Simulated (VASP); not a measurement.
Given:

```yaml
crystal:
  lattice:
    - [0.00000, 2.28914, 2.28914]
    - [2.28914, 0.00000, 2.28914]
    - [2.28914, 2.28914, 0.00000]
  atoms:
    - { symbol: Li, position: [0.25000, 0.25000, 0.25000] }
    - { symbol: Li, position: [0.75000, 0.75000, 0.75000] }
    - { symbol: O, position: [0.00000, 0.00000, 0.00000] }
```

These are PBE GGA with D3 dispersion (Becke-Johnson damping), VASP's PBE PAW potentials (set 64) (plane waves; VASP) values and carry that method's errors. Run with 520 eV cut-off, 8×8×8 Γ-centred mesh, Gaussian smearing of 0.050 eV, potentials Li_sv O.

Problem. Predict the energy per atom (σ→0), pressure, band gap (on the k-mesh) with the smallest direct gap where there is one.

Solution. 
```yaml
band gap (on the k-mesh): 5.02 eV
smallest direct gap (on the k-mesh): 5.48 eV
energy per atom (σ→0): -5.051 eV/atom
pressure: -2.92 GPa
```

Total energies compare only between runs with the same potentials, cut-off and functional.

The compound is Li2O in the antifluorite structure. This cell is one point of a volume scan, at 1.03 of the reference volume.
